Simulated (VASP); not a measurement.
SiGe (relaxed from the NiAs type structure, space group P6_3/mmc) relaxed at rising pressure, in one space group throughout; other phases were not tried. The pressures are those reached. Method: PBEsol GGA, VASP's PBE PAW potentials (set 64) (plane waves; VASP 6.6.1).

| P (GPa) | V (Å³/atom) | k-mesh |
|---|---|---|
| -0.01 | 17.627 | 10×10×5 |
| 4.84 | 16.673 | 10×10×6 |
| 9.83 | 15.972 | 10×10×6 |
| 20.07 | 14.918 | 10×10×6 |
| 30.13 | 14.095 | 10×10×6 |

A change of mesh leaves a small step in the series.

Q: Fit an equation of state and predict the volume at 45.04 GPa.

A: Least squares on the third-order Birch-Murnaghan form, P = (3B0/2)(y⁷ − y⁵)[1 + (3/4)(B′ − 4)(y² − 1)] with y = (V0/V)^(1/3), gives V0 = 17.595 Å³/atom, B0 = 83 GPa and B′ = 4.5, and so 13.222 Å³/atom. The run gave 13.223 Å³/atom, +0.0 % from the fit.

Pressures at which the relaxation failed are left out.

The structure was generated: SiGe was put into the NiAs type type (P6_3/mmc), which need not be its known phase.
